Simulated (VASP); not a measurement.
# The low-index faces of Sc

Which face of Sc is cheapest, and which holds its electrons hardest?

Calculated with VASP 6.6.1; PBE; plane waves and PAW (Sc_sv).

Most raw output is cut from this account.

### 1. Set-up

The structure is hexagonal, space group P6_3/mmc (No. 194). Conventional cell: a = 3.310 Å, b = 3.310 Å, c = 5.276 Å, α = 90.00°, β = 90.00°, γ = 120.00°. Nearest to Sc lie 12 Sc at 3.26 to 3.31 Å.

### 2. The bulk reference, job relaxation, k-mesh 13×13×8

The bulk crystal is relaxed first, so that the slabs are cut at this functional's lattice.

File INCAR:

```
SYSTEM = Sc
PREC = Accurate
ENCUT = 420
EDIFF = 1E-06
NELM = 120
ISMEAR = 1
SIGMA = 0.15
LREAL = .FALSE.
ALGO = Normal
GGA = PE
NBANDS = 17
LASPH = .TRUE.
LORBIT = 11
LWAVE = .FALSE.
LCHARG = .FALSE.
KPAR = 4
IBRION = 2
NSW = 30
ISIF = 3
EDIFFG = -0.01
POTIM = 0.4
```

File POSCAR:

```
Sc
1.0
    3.3100000000      0.0000000000      0.0000000000
   -1.6550000000      2.8665440865      0.0000000000
    0.0000000000      0.0000000000      5.2761400000
Sc
2
Direct
    0.0000000000      0.0000000000      0.0000000000
    0.3333333333      0.6666666667      0.5000000000
```

File KPOINTS:

```
Automatic mesh
0
Gamma
13 13 8
0 0 0
```

PAW data sets: Sc_sv (PBE family, release 64).

Command:

```console
mpirun -np 4 vasp_std
```

The job ended after 29 s (4 MPI ranks of AMD EPYC 9R45, shared host; peak memory 0.68 GiB; 1.7 min of CPU time).

The run keeps the 24 symmetry operations of its start, so it cannot find a distortion of lower symmetry.

The steps of the relaxation:

| step | energy less that of the first step (eV) | largest force (eV/Å) | pressure (GPa) | volume (Å³) |
| --- | --- | --- | --- | --- |
| 1 | 0.0000 | 0.0000 | -0.81 | 50.06 |
| 2 | -0.0052 | 0.0000 | -0.05 | 49.33 |
| 3 | -0.0058 | 0.0000 | 0.36 | 48.96 |
| 4 | -0.0067 | 0.0000 | 0.11 | 49.16 |
| 5 | -0.0067 | 0.0000 | 0.01 | 49.25 |

| conventional cell, symmetrised | before | after | change |
| --- | --- | --- | --- |
| a (Å) | 3.310 | 3.320 | +0.3 % |
| b (Å) | 3.310 | 3.320 | +0.3 % |
| c (Å) | 5.276 | 5.159 | -2.2 % |
| volume (Å³/atom) | 25.03 | 24.63 | -1.6 % |

The relaxed structure:

```xyz
2
Lattice="3.3202 0.0000 0.0000 -1.6601 2.8754 0.0000 0.0000 0.0000 5.1589" Properties=species:S:1:pos:R:3 pbc="T T T"
Sc    0.0000    0.0000    0.0000
Sc    0.0000    1.9169    2.5794
```

This step gave:

```yaml
electronic_cycles: 37
electrons: 22
free_energy_toten: -12.50 eV
energy_at_zero_smearing: -12.50 eV
fermi_energy: 3.684 eV
metallic: yes
```

The run ended after 5 ionic steps, 0.007 eV below its first step, once forces and stress met EDIFFG = -0.01.

Energy at zero smearing: -12.49593 eV.

### 3. The bulk reference, job self-consistent run, k-mesh 16×16×9

File INCAR:

```
SYSTEM = Sc
PREC = Normal
ENCUT = 320
EDIFF = 1E-06
NELM = 120
ISMEAR = 1
SIGMA = 0.15
LREAL = .FALSE.
ALGO = Fast
GGA = PE
NBANDS = 17
LASPH = .TRUE.
LORBIT = 11
LWAVE = .FALSE.
LCHARG = .FALSE.
KPAR = 4
```

File POSCAR:

```
Sc
1.0
    3.3202087953      0.0000000000      0.0000000000
   -1.6601043976      2.8753851626      0.0000000000
    0.0000000000      0.0000000000      5.1588569146
Sc
2
Direct
    0.0000000000      0.0000000000      0.0000000000
    0.3333333333      0.6666666667      0.5000000000
```

File KPOINTS:

```
Automatic mesh
0
Gamma
16 16 9
0 0 0
```

Command:

```console
mpirun -np 4 vasp_std
```

Run time: 7.2 s. Hardware: 4 MPI ranks; peak memory 0.51 GiB.

Numbers from this step:

| Item | Value |
| --- | --- |
| electronic cycles | 16 |
| Fermi energy | 3.687 eV |

Energy at zero smearing: -12.49599 eV.

The run ends at a pressure of -0.42 GPa.

### 4. Surface relaxation, 8 atoms, face Sc(0001)

System of this step: Sc(0001). The cell holds 8 atoms: 8 Sc. Its edges and angles: a = 3.320 Å, b = 3.320 Å, c = 33.056 Å, α = 90.0°, β = 90.0°, γ = 60.0°. It derives from Sc. 8 layers of hcp Sc, cut at this functional's lattice. Vacuum lies along c.

All atoms relax at the fixed cell.

File INCAR:

```
SYSTEM = Sc
PREC = Normal
ENCUT = 320
EDIFF = 1E-05
NELM = 120
ISMEAR = 1
SIGMA = 0.15
LREAL = .FALSE.
ALGO = Fast
GGA = PE
NBANDS = 54
LASPH = .TRUE.
LORBIT = 11
LWAVE = .FALSE.
LCHARG = .FALSE.
KPAR = 4
IBRION = 2
NSW = 40
ISIF = 2
EDIFFG = -0.03
POTIM = 0.4
MAXMIX = 40
```

File POSCAR:

```
Sc
1.0
    3.3202087953      0.0000000000      0.0000000000
    1.6601043976      2.8753851626      0.0000000000
    0.0000000000      0.0000000000     33.0559992011
Sc
8
Direct
    0.6666666700      0.6666666700      0.2268877100
    0.0000000000      0.0000000000      0.3049197900
    0.6666666700      0.6666666700      0.3829518800
    0.0000000000      0.0000000000      0.4609839600
    0.6666666700      0.6666666700      0.5390160400
    0.0000000000      0.0000000000      0.6170481200
    0.6666666700      0.6666666700      0.6950802100
    0.0000000000      0.0000000000      0.7731122900
```

File KPOINTS:

```
Automatic mesh
0
Gamma
12 12 1
0 0 0
```

Command:

```console
mpirun -np 4 vasp_std
```

Wall time 98 s (4 MPI ranks); peak memory 0.97 GiB; 5.8 min of CPU time.

The run keeps the 12 symmetry operations of its start, so it cannot find a distortion of lower symmetry.

Relaxation path:

| step | energy less that of the first step (eV) | largest force (eV/Å) |
| --- | --- | --- |
| 1 | 0.0000 | 0.1794 |
| 2 | -0.0036 | 0.1377 |
| 3 | -0.0099 | 0.0528 |
| 4 | -0.0103 | 0.0554 |
| 5 | -0.0103 | 0.0513 |
| 6 | -0.0108 | 0.0334 |
| 7 | -0.0110 | 0.0190 |

The atoms that moved most (Å):

| atom | dx | dy | dz | length |
| --- | --- | --- | --- | --- |
| Sc2 | 0.000 | 0.000 | -0.033 | 0.033 |
| Sc7 | 0.000 | 0.000 | 0.033 | 0.033 |
| Sc1 | 0.000 | 0.000 | 0.030 | 0.030 |
| Sc8 | 0.000 | 0.000 | -0.030 | 0.030 |

The relaxed structure:

```xyz
8
Lattice="3.3202 0.0000 0.0000 1.6601 2.8754 0.0000 0.0000 0.0000 33.0560" Properties=species:S:1:pos:R:3
Sc    3.3202    1.9169    7.5302
Sc    0.0000    0.0000   10.0462
Sc    3.3202    1.9169   12.6589
Sc    0.0000    0.0000   15.2422
Sc    3.3202    1.9169   17.8138
Sc    0.0000    0.0000   20.3971
Sc    3.3202    1.9169   23.0098
Sc    0.0000    0.0000   25.5258
```

This step gave:

- electronic cycles: 74
- electrons: 88
- free energy (TOTEN): -48.48 eV
- energy at zero smearing: -48.47 eV
- Fermi energy: 1.124 eV

The run ended after 7 ionic steps, 0.011 eV below its first step, once the forces on the free atoms met EDIFFG = -0.03.

### 5. Potential and states of the slab, 8 atoms, face Sc(0001)

A static run writes the electrostatic potential without exchange and correlation (LVHAR), which is flat in the vacuum and gives the level to count from. The dipole correction cancels the field that unlike faces would set up across the vacuum.

File INCAR:

```
SYSTEM = Sc
PREC = Normal
ENCUT = 320
EDIFF = 1E-06
NELM = 120
ISMEAR = 1
SIGMA = 0.15
LREAL = .FALSE.
ALGO = Fast
GGA = PE
NBANDS = 54
LASPH = .TRUE.
LORBIT = 11
LWAVE = .FALSE.
LCHARG = .TRUE.
KPAR = 4
IDIPOL = 3
LDIPOL = .TRUE.
DIPOL = 0.5 0.5 0.5
LVHAR = .TRUE.
LVACPOTAV = .TRUE.
NEDOS = 1500
```

File POSCAR:

```
Sc
1.0
    3.3202087953      0.0000000000      0.0000000000
    1.6601043976      2.8753851626      0.0000000000
    0.0000000000      0.0000000000     33.0559992011
Sc
8
Direct
    0.6666666700      0.6666666700      0.2278023061
    0.0000000000      0.0000000000      0.3039143997
    0.6666666700      0.6666666700      0.3829544583
    0.0000000000      0.0000000000      0.4611031756
    0.6666666700      0.6666666700      0.5388968244
    0.0000000000      0.0000000000      0.6170455417
    0.6666666700      0.6666666700      0.6960856003
    0.0000000000      0.0000000000      0.7721976939
```

KPOINTS is that of step 4.

Command:

```console
mpirun -np 4 vasp_std
```

Elapsed: 55 s, on 4 MPI ranks; peak memory 0.95 GiB; 3.3 min of CPU time.

This step gave:

```yaml
electronic_cycles: 43
dipole_moment: 0, 0, 1.50e-5 e·Å
vacuum_levels: 4.573, 4.573 eV
work_functions_of_the_upper_and_lower_face: 3.449, 3.449 eV
```

The planar average of the electrostatic potential oscillates, so the rows of the table below give means over windows of 2.53 Å about each position, cut where the curve ends. Its maxima inside the range that stand out by 2 % of the span (Å: eV): 8.8: 0.466, 11.3: 0.691, 14.0: 0.567, 16.5: 0.538, 19.1: 0.567, 21.7: 0.691, 24.2: 0.466. Its minima: 7.5: -8.31, 10.0: -7.79, 12.7: -7.99, 15.2: -7.94, 17.9: -7.94, 20.4: -7.99, 23.0: -7.79, 25.6: -8.31.

Zero at the Fermi level. The planar average of the electrostatic potential by height; means over each step:

```csv
height (Å),planar average of the electrostatic potential (eV)
1.26,3.45
3.79,3.40
6.33,-1.30
8.86,-3.77
11.39,-3.45
13.92,-3.59
16.45,-3.64
18.98,-3.60
21.51,-3.48
24.04,-3.75
26.57,-2.02
29.10,3.38
31.63,3.45
```

Density of states in the PAW spheres, an atom over height of the layer and energy from the Fermi level.

Values in states/eV, 22 rows by 8 columns, each cell a mean:
```
1.62 0.51 0.68 0.63 0.63 0.68 0.51 1.62
1.58 1.26 1.25 1.18 1.18 1.25 1.26 1.58
0.95 0.90 0.91 1.00 1.00 0.91 0.90 0.95
0.54 0.54 0.60 0.63 0.63 0.60 0.54 0.54
0.48 0.46 0.46 0.45 0.45 0.46 0.46 0.48
0.31 0.38 0.38 0.38 0.38 0.38 0.38 0.31
0.19 0.20 0.20 0.21 0.21 0.20 0.20 0.19
0.15 0.15 0.16 0.16 0.16 0.16 0.15 0.15
0.10 0.09 0.09 0.11 0.11 0.09 0.09 0.10
0.09 0.09 0.10 0.09 0.09 0.10 0.09 0.09
0.07 0.06 0.07 0.07 0.07 0.07 0.06 0.07
0.05 0.06 0.06 0.06 0.06 0.06 0.06 0.05
0.03 0.04 0.04 0.04 0.04 0.04 0.04 0.03
0.01 0.02 0.03 0.03 0.03 0.03 0.02 0.01
0.00 0.00 0.01 0.01 0.01 0.01 0.00 0.00
0.00 0.00 0.00 0.00 0.00 0.00 0.00 0.00
0.00 0.00 0.00 0.00 0.00 0.00 0.00 0.00
0.00 0.00 0.00 0.00 0.00 0.00 0.00 0.00
0.00 0.00 0.00 0.00 0.00 0.00 0.00 0.00
0.00 0.00 0.00 0.00 0.00 0.00 0.00 0.00
0.00 0.00 0.00 0.00 0.00 0.00 0.00 0.00
0.00 0.00 0.00 0.00 0.00 0.00 0.00 0.00
```
Columns: height of the layer (Å) from 7.5 to 25.5; rows upwards: energy from the Fermi level (eV) from -7.9 to 0.5.

Valence density in the ca plane at fractional y = 0.000, with atoms of Sc within 0.2 Å of it. It is the smooth field of the valence electrons, not physical close to the nuclei.

Values in units of 1e0 e/Å³, 5 rows by 16 columns, each cell a mean:
```
2.6 2.6 0.1 0.1 0.1 2.0 3.1 0.2 0.1 0.1 1.6 3.6 0.1 0.0 0.0 0.0
0.2 0.2 0.1 0.2 0.1 0.2 0.3 0.1 0.2 0.1 0.2 0.3 0.0 0.0 0.0 0.0
0.1 0.1 0.1 0.3 0.1 0.1 0.1 0.1 0.3 0.2 0.1 0.1 0.0 0.0 0.0 0.0
0.5 0.5 0.1 0.2 0.1 0.4 0.6 0.1 0.2 0.1 0.4 0.7 0.1 0.0 0.0 0.0
3.7 3.7 0.1 0.1 0.1 2.9 4.5 0.2 0.1 0.1 2.3 5.0 0.1 0.0 0.0 0.0
```
Columns run along c (16.0 Å, from fractional 0.44 to 0.92 of the cell), rows up along a (3.3 Å). Atoms in or near the plane, at fractional coordinates: Sc at (0.46, 0.00), Sc at (0.62, 0.00), Sc at (0.77, 0.00).

The map of layer states is cut here 0.5 eV above the Fermi level, so it leaves out the states above that.

The vacuum level lies 3.45 eV above the Fermi level at the upper face; both faces agree, as the slab has next to no dipole.

The program found no field-free point at its default tolerance, but its printed level agrees with the flat part of the planar average.

On this mesh the fine structure of the density of states is sampling noise, and high empty states may be cut by the number of bands.

### 6. Relaxing the slab, 12 atoms, face Sc(10-10)

System of this step: Sc(10-10). The cell holds 12 atoms: 12 Sc. Its edges and angles: a = 3.320 Å, b = 5.159 Å, c = 30.335 Å, α = 90.0°, β = 90.0°, γ = 90.0°. It derives from Sc. 12 layers of hcp Sc, cut at this functional's lattice. Vacuum lies along c.

File INCAR:

```
SYSTEM = Sc
PREC = Normal
ENCUT = 320
EDIFF = 1E-05
NELM = 120
ISMEAR = 1
SIGMA = 0.15
LREAL = .FALSE.
ALGO = Fast
GGA = PE
NBANDS = 81
LASPH = .TRUE.
LORBIT = 11
LWAVE = .FALSE.
LCHARG = .FALSE.
KPAR = 4
IBRION = 2
NSW = 40
ISIF = 2
EDIFFG = -0.03
POTIM = 0.4
MAXMIX = 40
```

File POSCAR:

```
Sc
1.0
    3.3202087953      0.0000000000      0.0000000000
    0.0000000000      5.1588569146      0.0000000000
    0.0000000000      0.0000000000     30.3353875339
Sc
12
Direct
    0.0000000000      0.0000000000      0.2472360000
    0.5000000000      0.0000000000      0.3420225000
    0.5000000000      0.5000000000      0.2788315000
    0.0000000000      0.0000000000      0.4368090000
    0.0000000000      0.5000000000      0.3736180000
    0.5000000000      0.0000000000      0.5315955000
    0.5000000000      0.5000000000      0.4684045000
    0.0000000000      0.0000000000      0.6263820000
    0.0000000000      0.5000000000      0.5631910000
    0.5000000000      0.0000000000      0.7211685000
    0.5000000000      0.5000000000      0.6579775000
    0.0000000000      0.5000000000      0.7527640000
```

File KPOINTS:

```
Automatic mesh
0
Gamma
9 6 1
0 0 0
```

Command:

```console
mpirun -np 4 vasp_std
```

It took 6.4 min on 4 MPI ranks; peak memory 1.6 GiB.

The run keeps the 8 symmetry operations of its start, so it cannot find a distortion of lower symmetry.

The steps of the relaxation:

```csv
step,energy less that of the first step (eV),largest force (eV/Å)
1,0.0000,0.4778
2,-0.0304,0.3782
3,-0.0788,0.1874
4,-0.0522,0.4268
5,-0.0893,0.1077
6,-0.0893,0.0952
7,-0.0894,0.0968
8,-0.0917,0.0605
9,-0.0936,0.0406
10,-0.0936,0.0443
11,-0.0941,0.0271
```

The atoms that moved most (Å):

```csv
atom,dx,dy,dz,length
Sc10,0.000,0.000,-0.096,0.096
Sc3,0.000,0.000,0.096,0.096
Sc11,0.000,0.000,0.087,0.087
Sc2,0.000,0.000,-0.087,0.087
Sc12,0.000,0.000,-0.046,0.046
Sc1,0.000,0.000,0.046,0.046
Sc5,0.000,0.000,-0.027,0.027
Sc8,0.000,0.000,0.027,0.027
```

Final coordinates:

```
Sc
1.0
     3.32021    0.00000    0.00000
     0.00000    5.15886    0.00000
     0.00000    0.00000   30.33539
Sc
12
Direct
  0.00000 0.00000 0.24876
  0.50000 0.00000 0.33916
  0.50000 0.50000 0.28199
  0.00000 0.00000 0.43658
  0.00000 0.50000 0.37272
  0.50000 0.00000 0.53156
  0.50000 0.50000 0.46844
  0.00000 0.00000 0.62728
  0.00000 0.50000 0.56342
  0.50000 0.00000 0.71801
  0.50000 0.50000 0.66084
  0.00000 0.50000 0.75124
```

This step gave:

| Property | Result |
| --- | --- |
| electronic cycles | 111 |
| electrons | 132 |
| free energy (TOTEN) | -72.4079 eV |
| energy at zero smearing | -72.4076 eV |
| Fermi energy | 0.6616 eV |

The run ended after 11 ionic steps, 0.094 eV below its first step, once the forces on the free atoms met EDIFFG = -0.03.

### 7. Potential and states of the slab, 12 atoms, face Sc(10-10)

File INCAR:

```
SYSTEM = Sc
PREC = Normal
ENCUT = 320
EDIFF = 1E-06
NELM = 120
ISMEAR = 1
SIGMA = 0.15
LREAL = .FALSE.
ALGO = Fast
GGA = PE
NBANDS = 81
LASPH = .TRUE.
LORBIT = 11
LWAVE = .FALSE.
LCHARG = .TRUE.
KPAR = 4
IDIPOL = 3
LDIPOL = .TRUE.
DIPOL = 0.5 0.5 0.5
LVHAR = .TRUE.
LVACPOTAV = .TRUE.
NEDOS = 1500
```

File POSCAR:

```
Sc
1.0
    3.3202087953      0.0000000000      0.0000000000
    0.0000000000      5.1588569146      0.0000000000
    0.0000000000      0.0000000000     30.3353875339
Sc
12
Direct
    0.0000000000      0.0000000000      0.2487610669
    0.5000000000      0.0000000000      0.3391570330
    0.5000000000      0.5000000000      0.2819917288
    0.0000000000      0.0000000000      0.4365796979
    0.0000000000      0.5000000000      0.3727211169
    0.5000000000      0.0000000000      0.5315589415
    0.5000000000      0.5000000000      0.4684410585
    0.0000000000      0.0000000000      0.6272788831
    0.0000000000      0.5000000000      0.5634203021
    0.5000000000      0.0000000000      0.7180082712
    0.5000000000      0.5000000000      0.6608429670
    0.0000000000      0.5000000000      0.7512389331
```

KPOINTS is that of step 6.

Command:

```console
mpirun -np 4 vasp_std
```

It took 1.8 min on 4 MPI ranks; peak memory 1.5 GiB.

This step gave:

```
electronic cycles                          : 33
free energy (TOTEN)                        : -72.4080 eV
energy at zero smearing                    : -72.4077 eV
Fermi energy                               : 0.6615 eV
dipole moment                              : 0, 0, 0 e·Å
vacuum levels                              : 4.196, 4.196 eV
work functions of the upper and lower face : 3.534, 3.534 eV
```

The planar average of the electrostatic potential oscillates, so the rows of the table below give means over windows of 2.87 Å about each position, cut where the curve ends. Its maxima inside the range that stand out by 2 % of the span (Å: eV): 9.4: -1.59, 12.2: -0.687, 15.2: -0.724, 18.1: -0.687, 20.9: -1.59. Its minima: 8.0: -6.32, 10.8: -6.03, 13.8: -6.38, 16.6: -6.38, 19.5: -6.03, 22.3: -6.32.

Zero at the Fermi level. The planar average of the electrostatic potential by height; means over each step:

```csv
height (Å),planar average of the electrostatic potential (eV)
1.44,3.54
4.30,3.43
7.17,-2.33
10.04,-3.89
12.91,-3.63
15.78,-3.67
18.65,-3.51
21.52,-4.00
24.39,1.52
27.26,3.53
30.13,3.54
```

Density of states in the PAW spheres, an atom over height of the layer and energy from the Fermi level.

Ten even steps from '0' (0.00 states/eV) to '9' (1.53 states/eV), each cell a mean:
```
863344443368
976777777679
666666666666
344433334443
233322223332
112222222211
111111111111
000000000000
000000000000
000000000000
000000000000
000000000000
000000000000
000000000000
000000000000
000000000000
000000000000
000000000000
000000000000
000000000000
000000000000
000000000000
```
Columns: height of the layer (Å) from 7.5 to 22.8 (not evenly spaced); rows upwards: energy from the Fermi level (eV) from -7.9 to 0.5.

Valence density in the ca plane at fractional y = 0.000, with atoms of Sc within 0.2 Å of it. It is the smooth field of the valence electrons, not physical close to the nuclei.

Ten steps, logarithmic in the rise over the least value, from '0' (0.0 e/Å³) to '9' (9.1 e/Å³), each cell a mean:
```
13689852111111111369984211111111000000000000
12467531112332211246753211233211000000000000
11233221124676311123322123576521000000000000
11111111236998521111122224799731000000000000
11111111237998521111112225899741000000000000
11122221125887421112222224688631000000000000
11345421113554211135542112455311000000000000
12588742111222111258874211122111000000000000
13799852111111112379985211111111000000000000
```
Columns run along c (16.0 Å, from fractional 0.39 to 0.92 of the cell), rows up along a (3.3 Å). Atoms in or near the plane, at fractional coordinates: Sc at (0.44, 0.00), Sc at (0.53, 0.50), Sc at (0.63, 0.00), Sc at (0.72, 0.50).

The map of layer states is cut here 0.5 eV above the Fermi level, so it leaves out the states above that.

The vacuum level lies 3.53 eV above the Fermi level at the upper face; both faces agree, as the slab has next to no dipole.

The program found no field-free point at its default tolerance, but its printed level agrees with the flat part of the planar average.

On this mesh the fine structure of the density of states is sampling noise, and high empty states may be cut by the number of bands.

### 8. The faces side by side

This step: surfaces of a metal, PBE; plane waves and PAW (VASP 6.6.1).

Derived from the runs above.

Symmetric slabs, all atoms free. All faces:

```
     face  layers  area a surface atom (Å²)  work function (eV)  surface energy as cut (J/m²)  surface energy relaxed (J/m²)  change of the top spacing (%)
 Sc(0001)       8                     9.547               3.449                          1.28                          1.271                          -2.46
Sc(10-10)      12                     17.13               3.534                         1.245                          1.201                           5.18
```

Each surface energy is the slab's energy less its number of atoms times the bulk energy of -6.2480 eV, over twice the cell's area.

### 9. Summary of results

| Item | Value |
| --- | --- |
| Sc(0001) | 1.27 J/m², 3.45 eV |
| Sc(10-10) | 1.20 J/m², 3.53 eV |

In words: The cheapest face is Sc(10-10) at 1.20 J/m², against 1.27 for Sc(0001). The work functions are 3.53 eV for Sc(10-10) and 3.45 eV for Sc(0001). The densest face does not have the highest work function here, against the usual rule. The densest face is not the cheapest here. The top spacing changes by -2.5 % on Sc(0001) and +5.2 % on Sc(10-10). Of the two ends of the prism face, the one with the short outer spacing was run. One thickness was run for each face, and bulk and slab meshes don't match, which leaves some hundredths of a J/m². The cells are 1 × 1 and can't reconstruct.

[Lines on the potential files, build, host, timing and source positions are cut from VASP's logs without a mark.]

[Logs are printed without paths, hosts, clocks, repeated set-up lines and the standing remarks that a program may print on its own settings, such as how far it seeks lower states.]

[Hosts, paths, dates, database ids (printed as entryN), source tags and the programs' standing remarks are cut or masked in the printed files.]

[Runs that stopped without an error message from VASP are left out.]
